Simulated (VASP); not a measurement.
# Mg3CdSe2O2 (P-4m2) in VASP: notebook, part 2 of 2

VASP 6.6.1. Earlier steps stand in the parts before.

### 3 Single point, HSE06

Contents of POSCAR:

```
Mg3CdSe2O2
1.0
    3.8888500000      0.0000000000      0.0000000000
    0.0000000000      3.8888500000      0.0000000000
    0.0000000000      0.0000000000      9.8099500000
Mg Cd Se O
3 1 2 2
Direct
    0.0000000000      0.0000000000      0.5000000000
    0.5000000000      0.5000000000      0.3480200000
    0.5000000000      0.5000000000      0.6519800000
    0.0000000000      0.0000000000      0.0000000000
    0.5000000000      0.0000000000      0.1806570000
    0.0000000000      0.5000000000      0.8193430000
    0.5000000000      0.0000000000      0.5618630000
    0.0000000000      0.5000000000      0.4381370000
```

Contents of INCAR.step1:

```
SYSTEM = Mg3CdSe2O2
ALGO = Normal
EDIFF = 1E-5
ENCUT = 520
GGA = PE
ISIF = 2
ISMEAR = 0
KPAR = 4
LASPH = .True.
LCHARG = .False.
LREAL = .False.
LWAVE = .True.
NBANDS = 31
NELM = 40
PREC = Accurate
SIGMA = 0.02
```

Contents of INCAR.step2:

```
SYSTEM = Mg3CdSe2O2
ALGO = Normal
EDIFF = 1E-5
ENCUT = 520
GGA = PE
HFSCREEN = 0.2
ISIF = 2
ISMEAR = 0
ISTART = 1
KPAR = 4
LASPH = .True.
LCHARG = .False.
LHFCALC = .True.
LREAL = .False.
LWAVE = .False.
NBANDS = 31
NELM = 40
PREC = Accurate
PRECFOCK = Fast
SIGMA = 0.02
```

Contents of KPOINTS:

```
k-points
0
Gamma
  6 6 2
  0 0 0
```

Potentials or basis: VASP PAW PBE potentials, release 64 (Mg, Cd, Se, O).

Run with:

```sh
cat potpaw_PBE.64/Mg/POTCAR potpaw_PBE.64/Cd/POTCAR potpaw_PBE.64/Se/POTCAR potpaw_PBE.64/O/POTCAR > POTCAR
cp INCAR.step1 INCAR
mpirun -np 4 vasp_std > vasp.out
cp INCAR.step2 INCAR
mpirun -np 4 vasp_std > vasp.out
```

OUTCAR:

```text
SYSTEM = Mg3CdSe2O2
   EDIFF = 1E-5
   ENCUT = 520
   GGA = PE
   HFSCREEN = 0.2
   ISIF = 2
   ISMEAR = 0
   ISTART = 1
   LASPH = .True.
   LHFCALC = .True.
   LREAL = .False.
   NELM = 40
   PREC = Accurate
   PRECFOCK = Fast

 ion  position               nearest neighbor table
   1  0.000  0.000  0.500-   7 2.04   8 2.04   8 2.04   7 2.04   2 3.13   3 3.13   2 3.13   2 3.13
                             3 3.13   3 3.13   2 3.13   3 3.13
   2  0.500  0.500  0.348-   8 2.14   8 2.14   5 2.54   5 2.54   3 2.98   1 3.13   1 3.13   1 3.13
                             1 3.13
[... 902 lines left out ...]
  Total       -2.1661612     -2.1661612     -1.8265832      0.0000000      0.0000000      0.0000000
  in kB      -23.3933373    -23.3933373    -19.7260836      0.0000000      0.0000000      0.0000000
  external PRESSURE =     -22.1709194 kB  Pullay stress =       0.0000000 kB

 VOLUME and BASIS-vectors are now :
 -----------------------------------------------------------------------------
  energy-cutoff  :      520.00
  volume of cell :      148.36
      direct lattice vectors                 reciprocal lattice vectors
     3.888850000  0.000000000  0.000000000     0.257145429  0.000000000  0.000000000
     0.000000000  3.888850000  0.000000000     0.000000000  0.257145429  0.000000000
     0.000000000  0.000000000  9.809950000     0.000000000  0.000000000  0.101937319

 POSITION                                       TOTAL-FORCE (eV/Angst)
 -----------------------------------------------------------------------------------
      0.00000      0.00000      4.90498        -0.000000      0.000000      0.000000
      1.94443      1.94443      3.41406        -0.000000      0.000000      0.006573
      1.94443      1.94443      6.39589        -0.000000      0.000000     -0.006573
      0.00000      0.00000      0.00000         0.000000      0.000000      0.000000
      1.94443      0.00000      1.77224        -0.000000      0.000000     -0.019976
      0.00000      1.94443      8.03771        -0.000000      0.000000      0.019976
      1.94443      0.00000      5.51185        -0.000000      0.000000     -0.040231
      0.00000      1.94443      4.29810         0.000000     -0.000000      0.040231
 -----------------------------------------------------------------------------------
    total drift:                               -0.000028     -0.000020     -0.000219

  FREE ENERGIE OF THE ION-ELECTRON SYSTEM (eV)
  ---------------------------------------------------
  free  energy   TOTEN  =       -42.3550679802 eV

  energy  without entropy=      -42.3550679802  energy(sigma->0) =      -42.35506798
```

OUTCAR.step1:

```text
SYSTEM = Mg3CdSe2O2
   EDIFF = 1E-5
   ENCUT = 520
   GGA = PE
   ISIF = 2
[... 924 lines left out ...]
      1.94443      0.00000      1.77224         0.000000     -0.000000     -0.000781
      0.00000      1.94443      8.03771         0.000000     -0.000000      0.000781
      1.94443      0.00000      5.51185         0.000000     -0.000000     -0.000487
      0.00000      1.94443      4.29810        -0.000000      0.000000      0.000487
 -----------------------------------------------------------------------------------
    total drift:                                0.000000     -0.000000      0.000000

  FREE ENERGIE OF THE ION-ELECTRON SYSTEM (eV)
  ---------------------------------------------------
  free  energy   TOTEN  =       -35.2672345105 eV

  energy  without entropy=      -35.2672345105  energy(sigma->0) =      -35.26723451
```

Wall time 29 min (4 MPI ranks of Intel Xeon Platinum 8488C (Sapphire Rapids), shared host); peak memory 0.46 GiB.

What came out:

- Free energy: -42.3551 eV
- Pressure: -2.2 GPa
- Largest force: 0.040 eV/Å
- Band gap on the k mesh: 2.08 eV, indirect (least direct gap 2.17 eV)

Forces in eV/Å, atoms in the order of the input:
```
Mg   0.000  0.000  0.000
Mg   0.000  0.000  0.007
Mg   0.000  0.000 -0.007
Cd   0.000  0.000  0.000
Se   0.000  0.000 -0.020
Se   0.000  0.000  0.020
O    0.000  0.000 -0.040
O    0.000  0.000  0.040
```

Stress tensor (GPa, compression positive):
```
-2.34  0.00  0.00
 0.00 -2.34  0.00
 0.00  0.00 -1.97
```

Levels at points of the mesh, in eV from the valence-band top:
```csv
k point,band 19,band 20,band 21,band 22,band 23,band 24
"(0.00, 0.00, 0.00)",-0.91,-0.09,-0.09,2.08,5.04,5.35
"(0.50, 0.00, 0.00)",-1.93,-0.38,-0.01,3.94,4.83,6.01
"(0.50, 0.50, 0.00)",-2.24,-1.93,-1.93,4.32,4.32,4.46
"(0.00, 0.00, 0.50)",-0.91,-0.08,-0.08,3.52,3.71,5.38
"(0.50, 0.00, 0.50)",-1.74,-0.38,-0.01,3.69,4.60,6.30
"(0.50, 0.50, 0.50)",-2.33,-2.01,-2.01,4.24,4.88,4.88
```

Caveat: the PAW data sets were made with another functional, which shifts forces and pressure a little. A k mesh can miss the band edges.
